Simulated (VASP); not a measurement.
## Mg (Magnesium): the relaxed cell at several levels of theory

How much does the relaxed cell of Mg (Magnesium) depend on the functional? The starting structure is a measured crystal structure from the Crystallography Open Database.

Method: Kohn-Sham DFT with plane waves and PAW; PBEsol, LDA, PBE, PBEsol + D3(BJ), r2SCAN, r2SCAN + rVV10, vdW-DF-cx and PBE + D3(BJ), in VASP 6.6.1.

### 1. Set-up

The structure is hexagonal, space group P6_3/mmc (No. 194). The conventional cell has a = 3.209 Å, b = 3.209 Å, c = 5.210 Å, α = 90.00°, β = 90.00°, γ = 120.00°. Nearest to Mg lie 12 Mg at 3.20 to 3.21 Å.

Coordinates:

```xyz
2
Lattice="3.2093 0.0000 0.0000 -1.6046 2.7793 0.0000 0.0000 0.0000 5.2103" Properties=species:S:1:pos:R:3 pbc="T T T"
Mg    1.6047    0.9264    3.9077
Mg    0.0000    1.8529    1.3026
```

### 2. Relaxation with PBEsol

PBEsol restores the gradient expansion of exchange and is tuned for the cells of solids.

Contents of INCAR:

```
SYSTEM = Mg
PREC = Accurate
ENCUT = 450
EDIFF = 1E-06
NELM = 100
ISMEAR = 1
SIGMA = 0.1
LREAL = .FALSE.
ALGO = Normal
GGA = PS
LORBIT = 11
LWAVE = .FALSE.
LCHARG = .FALSE.
KPAR = 2
IBRION = 2
NSW = 50
ISIF = 3
EDIFFG = -0.01
```

Contents of POSCAR:

```
Mg
1.0
    3.2093000000      0.0000000000      0.0000000000
   -1.6046500000      2.7793353284      0.0000000000
    0.0000000000      0.0000000000      5.2103000000
Mg
2
Direct
    0.6666666667      0.3333333333      0.7500000000
    0.3333333333      0.6666666667      0.2500000000
```

Contents of KPOINTS:

```
Automatic mesh
0
Gamma
10 10 6
0 0 0
```

PAW data sets: Mg (PBE family, release 64).

Run with:

```sh
> mpirun -np 2 vasp_std
```

The program printed:

```text
[banner, memory and clock lines left out]
running    2 mpi-ranks, on    1 nodes
 distrk:  each k-point on    1 cores,    2 groups
 distr:  one band on    1 cores,    1 groups

 POSCAR found type information on POSCAR Mg
 POSCAR found :  1 types and       2 ions
|                                                                             |
|               ----> ADVICE to this user running VASP <----                  |
|                                                                             |
|     You enforced a specific xc type in the INCAR file but a different       |
|     [... a line on the potential file left out ...]
|     I HOPE YOU KNOW WHAT YOU ARE DOING!                                     |
|                                                                             |

 LDA part: xc-table for (Slater+PW92), standard interpolation
 POSCAR, INCAR and KPOINTS ok, starting setup
 FFT: planning ... GRIDC
 FFT: planning ... GRID_SOFT
 FFT: planning ... GRID
 WAVECAR not read
 entering main loop
       N       E                     dE             d eps       ncg     rms          rms(c)
DAV:   1    -0.510434740146E+00   -0.51043E+00   -0.11538E+03   672   0.417E+02
DAV:   2    -0.343156141540E+01   -0.29211E+01   -0.26847E+01   876   0.274E+01
DAV:   3    -0.345648941649E+01   -0.24928E-01   -0.24893E-01   978   0.323E+00
DAV:   4    -0.345654387474E+01   -0.54458E-04   -0.54457E-04   954   0.135E-01
DAV:   5    -0.345654408891E+01   -0.21417E-06   -0.21415E-06   924   0.611E-03    0.948E-01
DAV:   6    -0.344620555150E+01    0.10339E-01   -0.66249E-04   894   0.234E-01    0.604E-01
DAV:   7    -0.343676709275E+01    0.94385E-02   -0.27159E-03   738   0.425E-01    0.315E-02
DAV:   8    -0.343677243349E+01   -0.53407E-05   -0.15664E-05  1080   0.346E-02    0.620E-03
DAV:   9    -0.343677204321E+01    0.39028E-06   -0.87437E-07   726   0.581E-03
   1 F= -.34367720E+01 E0= -.34363705E+01  d E =-.343677E+01
[...]
2 F= -.34419872E+01 E0= -.34415655E+01  d E =-.521516E-02
[...]
3 F= -.34426017E+01 E0= -.34421424E+01  d E =-.582968E-02
[...]
4 F= -.34426030E+01 E0= -.34421418E+01  d E =-.583095E-02
[...]
5 F= -.34427333E+01 E0= -.34422499E+01  d E =-.130261E-03
 trial-energy change:   -0.000130  1 .order   -0.000131   -0.000217   -0.000045
 step:   1.3812(harm=  1.3812)  dis= 0.00000  next Energy=    -3.442740 (dE=-0.137E-03)
 bond charge predicted
       N       E                     dE             d eps       ncg     rms          rms(c)
DAV:   1    -0.344273946467E+01   -0.62189E-05   -0.41858E-05   930   0.357E-02    0.235E-03
DAV:   2    -0.344273932537E+01    0.13930E-06   -0.19320E-07   558   0.322E-03
   6 F= -.34427393E+01 E0= -.34422523E+01  d E =-.136333E-03
 curvature:  -0.71 expect dE=-0.244E-05 dE for cont linesearch -0.146E-07
 trial: gam=-0.01748 g(F)=  0.101E-51 g(S)=  0.343E-05 ort = 0.205E-05 (trialstep = 0.115E+01)
 search vector abs. value=  0.342E-05
 reached required accuracy - stopping structural energy minimisation
```

Elapsed: 6.6 s, on 2 MPI ranks of Intel Xeon 6975P-C (Granite Rapids), shared host; peak memory 0.28 GiB; 12 s of CPU time.

The logs omit lines about the potential files and the build; timing stands in the text.

Parts of OUTCAR (step 2):

```text
ion  position               nearest neighbor table
   1  0.667  0.333  0.750-   2 3.20   2 3.20   2 3.20   2 3.20   2 3.20   2 3.20
   2  0.333  0.667  0.250-   1 3.20   1 3.20   1 3.20   1 3.20   1 3.20   1 3.20

  LATTYP: Found a hexagonal cell.
 ALAT       =     3.2093000000
 C/A-ratio  =     1.6235004518

 Subroutine GETGRP returns: Found 24 space group operations
 (whereof 12 operations were pure point group operations)

The static configuration has the point symmetry D_3d.
 The point group associated with its full space group is D_6h.

 Found     56 irreducible k-points:

   k-points           NKPTS =     56   k-points in BZ     NKDIM =     56   number of bands    NBANDS=      6

   dimension x,y,z NGX =    24 NGY =   24 NGZ =   36
   dimension x,y,z NGXF=    48 NGYF=   48 NGZF=   72

   ENCUT  =  450.0 eV  33.07 Ry    5.75 a.u.   5.55  5.55  9.01*2*pi/ulx,y,z

   NELECT =       4.0000    total number of electrons

 k-points in reciprocal lattice and weights: Automatic mesh
   0.00000000  0.00000000  0.00000000       0.002
   0.10000000  0.00000000  0.00000000       0.010
   0.20000000  0.00000000  0.00000000       0.010
   0.30000000  0.00000000  0.00000000       0.010
   0.40000000  0.00000000  0.00000000       0.010
   0.50000000  0.00000000  0.00000000       0.005
   0.10000000  0.10000000  0.00000000       0.010
   0.20000000  0.10000000  0.00000000       0.020
   0.30000000  0.10000000  0.00000000       0.020
[...]
0.40000000  0.20000000  0.50000000       0.010
   0.30000000  0.30000000  0.50000000       0.010

 average (electrostatic) potential at core
       1 -38.8071       2 -38.8071

 E-fermi :   2.8142

 k-point     1 :       0.0000    0.0000    0.0000
  band No.  band energies     occupation
      1      -4.3219      2.00000
      2       0.8898      2.00000
      3       1.3043      2.00000
      4      13.8670      0.00000
      5      13.8670      0.00000
      6      14.0546      0.00000

 k-point     2 :       0.1000    0.0000    0.0000
  band No.  band energies     occupation
      1      -4.1209      2.00000
      2       1.0735      2.00000
      3       1.4995      2.00000
      4      11.0499      0.00000
      5      12.4600      0.00000
      6      13.2146      0.00000

 k-point     3 :       0.2000    0.0000    0.0000
  band No.  band energies     occupation
      1      -3.5204      2.00000
      2       1.6248      2.00000
      3       2.0735      2.00000
      4       8.0256      0.00000
      5      11.2908      0.00000
      6      11.6554      0.00000

  Total        0.0078655      0.0078655      0.0042962      0.0000000      0.0000000      0.0000000
  in kB        0.2791955      0.2791955      0.1524975      0.0000000      0.0000000      0.0000000
  external PRESSURE =       0.2369628 kB  Pullay stress =       0.0000000 kB

  energy-cutoff  :      450.00
  volume of cell :       45.14
      direct lattice vectors                 reciprocal lattice vectors
     3.162266215 -0.000000000 -0.000000000     0.316228911  0.182574847 -0.000000000
    -1.581133108  2.738602876  0.000000000     0.000000000  0.365149693 -0.000000000
     0.000000000  0.000000000  5.211956301    -0.000000000 -0.000000000  0.191866536

 POSITION                                       TOTAL-FORCE (eV/Angst)
 -----------------------------------------------------------------------------------
      1.58113      0.91287      3.90897        -0.000000      0.000000      0.000000
     -0.00000      1.82574      1.30299         0.000000     -0.000000     -0.000000
 -----------------------------------------------------------------------------------
    total drift:                                0.000000     -0.000000      0.000000

  FREE ENERGIE OF THE ION-ELECTRON SYSTEM (eV)
  ---------------------------------------------------
  free  energy   TOTEN  =        -3.4427393254 eV

  energy  without entropy=       -3.4412781759  energy(sigma->0) =       -3.44225228

 reached required accuracy - stopping structural energy minimisation

 total charge
# of ion       s       p       d       tot
------------------------------------------
    1        0.212   0.127   0.012   0.351
    2        0.212   0.127   0.012   0.351
--------------------------------------------------
tot          0.424   0.255   0.024   0.703

[... 3 further parts left out ...]
```

CONTCAR:

```
Mg
   1.00000000000000
     3.1622662152000425   -0.0000000000000000   -0.0000000000000000
    -1.5811331076000212    2.7386028759255865    0.0000000000000000
     0.0000000000000000    0.0000000000000000    5.2119563010913046
  Mg
     2
Direct
     0.6666666667000030    0.3333333332999970    0.7500000000000000
     0.3333333332999970    0.6666666667000030    0.2500000000000000
```

The run shows no gap at this level; if that holds and bands cross the Fermi level widely, this k-mesh is coarse for it. The PAW data sets were made with PBE, which is usual practice but a small mismatch for other functionals. The run keeps the 24 symmetry operations of its start, so it cannot find a distortion of lower symmetry.

With PBEsol the relaxed cell holds 22.568 Å³ an atom, -2.88 % against the measured cell, with a = 3.162 Å and c = 5.212 Å.

### 3. Relaxation with LDA

LDA, the lowest rung, knows the local density alone. This run starts from the cell of an earlier relaxation, which isn't shown; the restart sets up the plane waves anew.

INCAR, as its differences from that of step 2:

```diff
@@ -9,3 +9,3 @@
 ALGO = Normal
-GGA = PS
+GGA = CA
 LORBIT = 11
```

Contents of POSCAR:

```
Mg
1.0
    3.1121097582      0.0000000000      0.0000000000
   -1.5560548791      2.6951661100      0.0000000000
    0.0000000000      0.0000000000      5.1299594410
Mg
2
Direct
    0.6666666667      0.3333333333      0.7500000000
    0.3333333333      0.6666666667      0.2500000000
```

KPOINTS is that of step 2.

Potentials, in the order of the species: Mg (LDA family, release 64).

Run with:

```sh
> mpirun -np 2 vasp_std
```

The program printed:

```text
[banner, memory and clock lines left out]
running    2 mpi-ranks, on    1 nodes
[...]
LDA part: xc-table for (Slater(with rela. corr.)+CA(PZ))
 , standard interpolation
 POSCAR, INCAR and KPOINTS ok, starting setup
[...]
entering main loop
       N       E                     dE             d eps       ncg     rms          rms(c)
DAV:   1    -0.533662016470E+00   -0.53366E+00   -0.11860E+03   672   0.419E+02
DAV:   2    -0.361398946180E+01   -0.30803E+01   -0.29443E+01   894   0.288E+01
DAV:   3    -0.363659884444E+01   -0.22609E-01   -0.22504E-01   972   0.333E+00
DAV:   4    -0.363665192320E+01   -0.53079E-04   -0.53049E-04   918   0.134E-01
DAV:   5    -0.363665204546E+01   -0.12226E-06   -0.12228E-06  1008   0.516E-03    0.918E-01
DAV:   6    -0.362505256259E+01    0.11599E-01   -0.58680E-04   852   0.194E-01    0.584E-01
DAV:   7    -0.361597276935E+01    0.90798E-02   -0.20081E-03   780   0.354E-01    0.293E-02
DAV:   8    -0.361596417390E+01    0.85955E-05   -0.14049E-05  1056   0.283E-02    0.627E-03
DAV:   9    -0.361596325075E+01    0.92315E-06   -0.62314E-07   678   0.547E-03
   1 F= -.36159633E+01 E0= -.36154648E+01  d E =-.361596E+01
[...]
reached required accuracy - stopping structural energy minimisation
```

Wall time 2 s (2 MPI ranks); peak memory 0.25 GiB; 3 s of CPU time.

Parts of OUTCAR (step 3):

```text
  Total        0.0090872      0.0090872      0.0056904      0.0000000      0.0000000      0.0000000
  in kB        0.3383653      0.3383653      0.2118836      0.0000000      0.0000000      0.0000000
  external PRESSURE =       0.2962047 kB  Pullay stress =       0.0000000 kB

 POSITION                                       TOTAL-FORCE (eV/Angst)
 -----------------------------------------------------------------------------------
      1.55605      0.89839      3.84747         0.000000      0.000000      0.000000
     -0.00000      1.79678      1.28249         0.000000     -0.000000      0.000000
 -----------------------------------------------------------------------------------
    total drift:                               -0.000000      0.000000     -0.000000

  FREE ENERGIE OF THE ION-ELECTRON SYSTEM (eV)
  ---------------------------------------------------
  free  energy   TOTEN  =        -3.6159632507 eV

  energy  without entropy=       -3.6144680477  energy(sigma->0) =       -3.61546485

[... 2 parts as in an earlier step ...]

[... 2 further parts left out ...]
[key lines of the parts left out:]
E-fermi :   2.9489
```

With LDA the relaxed cell holds 21.514 Å³ an atom, -7.42 % against the measured cell, with a = 3.112 Å and c = 5.130 Å. That is -4.67 % from PBEsol.

### 4. Relaxation with PBE

PBE, the usual starting point, adds the gradient of the density.

INCAR, as its differences from that of step 3:

```diff
@@ -9,3 +9,3 @@
 ALGO = Normal
-GGA = CA
+GGA = PE
 LORBIT = 11
```

Contents of POSCAR:

```
Mg
1.0
    3.2093000000      0.0000000000      0.0000000000
   -1.6046500000      2.7793353284      0.0000000000
    0.0000000000      0.0000000000      5.2103000000
Mg
2
Direct
    0.6666666667      0.3333333333      0.7500000000
    0.3333333333      0.6666666667      0.2500000000
```

KPOINTS is that of step 3.

The projector-augmented-wave data sets are Mg (PBE family, release 64).

Run with:

```sh
> mpirun -np 2 vasp_std
```

The program printed:

```text
[banner, memory and clock lines left out]
running    2 mpi-ranks, on    1 nodes
[...]
LDA part: xc-table for (Slater+PW92), standard interpolation
 POSCAR, INCAR and KPOINTS ok, starting setup
[...]
entering main loop
       N       E                     dE             d eps       ncg     rms          rms(c)
DAV:   1    -0.704688940599E-01   -0.70469E-01   -0.11541E+03   672   0.417E+02
DAV:   2    -0.299512016511E+01   -0.29247E+01   -0.26875E+01   876   0.273E+01
DAV:   3    -0.301982056197E+01   -0.24700E-01   -0.24670E-01   978   0.320E+00
DAV:   4    -0.301987423505E+01   -0.53673E-04   -0.53671E-04   954   0.134E-01
[...]
DAV:   8    -0.300655573892E+01   -0.12573E-04   -0.15102E-05  1086   0.331E-02    0.745E-03
DAV:   9    -0.300655439819E+01    0.13407E-05   -0.11931E-06   798   0.768E-03    0.605E-04
DAV:  10    -0.300655417158E+01    0.22661E-06   -0.70324E-09   504   0.717E-04
   1 F= -.30065542E+01 E0= -.30061652E+01  d E =-.300655E+01
[... from here on, the cycles between the ionic steps are left out ...]
   2 F= -.30085191E+01 E0= -.30081151E+01  d E =-.196489E-02
   3 F= -.30089039E+01 E0= -.30084303E+01  d E =-.234975E-02
   4 F= -.30089146E+01 E0= -.30084310E+01  d E =-.236044E-02
   5 F= -.30089549E+01 E0= -.30084613E+01  d E =-.403203E-04
 trial-energy change:   -0.000040  1 .order   -0.000041   -0.000068   -0.000013
 step:   1.4077(harm=  1.4077)  dis= 0.00000  next Energy=    -3.008957 (dE=-0.425E-04)
 reached required accuracy - stopping structural energy minimisation
```

It took 5.2 s on 2 MPI ranks; peak memory 0.29 GiB.

Parts of OUTCAR (step 4):

```text
  Total        0.0042890      0.0042890      0.0087416      0.0000000      0.0000000      0.0000000
  in kB        0.1496383      0.1496383      0.3049887      0.0000000      0.0000000      0.0000000
  external PRESSURE =       0.2014217 kB  Pullay stress =       0.0000000 kB

 POSITION                                       TOTAL-FORCE (eV/Angst)
 -----------------------------------------------------------------------------------
      1.59068      0.91838      3.92940         0.000000      0.000000     -0.000000
     -0.00000      1.83676      1.30980        -0.000000     -0.000000      0.000000
 -----------------------------------------------------------------------------------
    total drift:                                0.000000     -0.000000      0.000000

  FREE ENERGIE OF THE ION-ELECTRON SYSTEM (eV)
  ---------------------------------------------------
  free  energy   TOTEN  =        -3.0089549333 eV

  energy  without entropy=       -3.0074739445  energy(sigma->0) =       -3.00846127

[... 2 parts as in an earlier step ...]

[... 2 further parts left out ...]
[key lines of the parts left out:]
E-fermi :   2.7663
```

With PBE the relaxed cell holds 22.961 Å³ an atom, -1.19 % against the measured cell, with a = 3.181 Å and c = 5.239 Å. That is +1.74 % from PBEsol.

### 5. Relaxation with PBEsol + D3(BJ)

D3 with Becke-Johnson damping keeps a finite attraction at short range. This run starts from the cell of an earlier relaxation, which isn't shown; the restart sets up the plane waves anew.

INCAR, as its differences from that of step 4:

```diff
@@ -9,3 +9,4 @@
 ALGO = Normal
-GGA = PE
+GGA = PS
+IVDW = 12
 LORBIT = 11
```

Contents of POSCAR:

```
Mg
1.0
    3.1059965602      0.0000000000      0.0000000000
   -1.5529982801      2.6898719252      0.0000000000
    0.0000000000      0.0000000000      5.1235143111
Mg
2
Direct
    0.6666666667      0.3333333333      0.7500000000
    0.3333333333      0.6666666667      0.2500000000
```

KPOINTS is that of step 4.

Run with:

```sh
> mpirun -np 2 vasp_std
```

The program printed:

```text
[banner, memory and clock lines left out]
running    2 mpi-ranks, on    1 nodes
[...]
[... a notice as in an earlier step ...]

 LDA part: xc-table for (Slater+PW92), standard interpolation
 POSCAR, INCAR and KPOINTS ok, starting setup
[...]
entering main loop
       N       E                     dE             d eps       ncg     rms          rms(c)
DAV:   1    -0.398666624969E+00   -0.39867E+00   -0.12539E+03   672   0.425E+02
DAV:   2    -0.342608951295E+01   -0.30274E+01   -0.28937E+01   846   0.283E+01
DAV:   3    -0.344690389107E+01   -0.20814E-01   -0.20469E-01   972   0.318E+00
DAV:   4    -0.344695577290E+01   -0.51882E-04   -0.51871E-04   930   0.136E-01
DAV:   5    -0.344695595204E+01   -0.17914E-06   -0.17910E-06   960   0.585E-03    0.936E-01
DAV:   6    -0.343625900287E+01    0.10697E-01   -0.47362E-04   846   0.200E-01    0.595E-01
DAV:   7    -0.342693793513E+01    0.93211E-02   -0.19240E-03   780   0.360E-01    0.297E-02
DAV:   8    -0.342693939733E+01   -0.14622E-05   -0.13913E-05  1038   0.319E-02    0.595E-03
DAV:   9    -0.342693920789E+01    0.18944E-06   -0.83555E-07   702   0.604E-03
   1 F= -.39894641E+01 E0= -.39891094E+01  d E =-.398946E+01
[...]
reached required accuracy - stopping structural energy minimisation
```

The job ended after 2.2 s (2 MPI ranks; peak memory 0.28 GiB; 3.5 s of CPU time).

From OUTCAR (step 5):

```text
 Edisp (eV)   -0.56252

  Total       0.00919     0.00919     0.00858     0.00000     0.00000     0.00000
  in kB       0.34397     0.34397     0.32108     0.00000     0.00000     0.00000
  external pressure =        0.34 kB  Pullay stress =        0.00 kB

 POSITION                                       TOTAL-FORCE (eV/Angst)
 -----------------------------------------------------------------------------------
      1.55300      0.89662      3.84264        -0.000000      0.000000      0.000000
     -0.00000      1.79325      1.28088         0.000000     -0.000000      0.000000
 -----------------------------------------------------------------------------------
    total drift:                                0.000000     -0.000000      0.000000

  FREE ENERGIE OF THE ION-ELECTRON SYSTEM (eV)
  ---------------------------------------------------
  free  energy   TOTEN  =        -3.9894640788 eV

  energy  without entropy=       -3.9884001632  energy(sigma->0) =       -3.98910944

[... 2 parts as in an earlier step ...]

[... 2 further parts left out ...]
[key lines of the parts left out:]
E-fermi :   3.0933
```

With PBEsol + D3(BJ) the relaxed cell holds 21.403 Å³ an atom, -7.89 % against the measured cell, with a = 3.106 Å and c = 5.124 Å. That is -5.16 % from PBEsol.

(Continued in part 2 of 2.)

[Lines on the potential files, build, host, timing and source positions are cut from VASP's logs without a mark.]

[Logs are printed without paths, hosts, clocks, repeated set-up lines and the standing remarks that a program may print on its own settings, such as how far it seeks lower states.]

[Hosts, paths, dates, database ids (printed as entryN), source tags and the programs' standing remarks are cut or masked in the printed files.]
